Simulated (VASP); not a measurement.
Calculation: r2SCAN meta-GGA, VASP's PBE PAW potentials (set 64) (plane waves; VASP 6.6.1).

The input files of a VASP run:

### KPOINTS
```
Automatic mesh
0
Gamma
13 13 13
0 0 0
```

POSCAR:
```
Mo
1
    2.5964100000     0.0000000000     0.0000000000
    0.0000000000     2.5964100000     0.0000000000
    0.0000000000     0.0000000000     2.5964100000
Mo
1
Direct
  0.0000000000   0.0000000000   0.0000000000
```

INCAR:
```
ALGO=Normal
EDIFF=1E-6
EDIFFG=-0.01
ENCUT=400
IBRION=2
ISIF=3
ISMEAR=1
LASPH=.TRUE.
LCHARG=.FALSE.
LMAXMIX=4
LMIXTAU=.TRUE.
LREAL=.FALSE.
LWAVE=.FALSE.
METAGGA=R2SCAN
NELM=100
NSW=60
PREC=Accurate
SIGMA=0.1
SYSTEM=Mo
```

POTCAR, in this order: Mo_sv (PBE.64 set). Program: vasp_std.

Problem. Estimate the energy per atom (σ→0), volume per atom, band gap (on the k-mesh).

Solution. 
| Quantity | Result |
|---|---|
| energy per atom (σ→0) | -24.885 eV/atom |
| band gap (on the k-mesh) | none (metal, semimetal or under 0.01 eV) |
| volume per atom | 17.29 Å³/atom |

File OSZICAR:
```
...
DAV:   2    -0.248848857756E+02    0.14811E+00   -0.30276E-01  1869   0.686E+00    0.710E-01
DAV:   3    -0.248820166587E+02    0.28691E-02   -0.39499E-02  1884   0.249E+00    0.399E-01
DAV:   4    -0.248753511504E+02    0.66655E-02   -0.76993E-03  1860   0.102E+00    0.194E-01
DAV:   5    -0.248832462042E+02   -0.78951E-02   -0.57442E-03  1848   0.950E-01    0.280E-02
DAV:   6    -0.248850105821E+02   -0.17644E-02   -0.64635E-04  1848   0.306E-01    0.166E-02
DAV:   7    -0.248850342996E+02   -0.23717E-04   -0.10796E-05  1935   0.384E-02    0.513E-03
DAV:   8    -0.248850340653E+02    0.23428E-06   -0.38256E-06  1869   0.219E-02
   3 F= -.24885034E+02 E0= -.24885380E+02  d E =-.171099E-02
```

The structure was generated: Mo was put into the simple-cubic type (Pm-3m), which need not be its known phase. This run relaxes it. Symmetry was kept, so distortions that lower it aren't found.
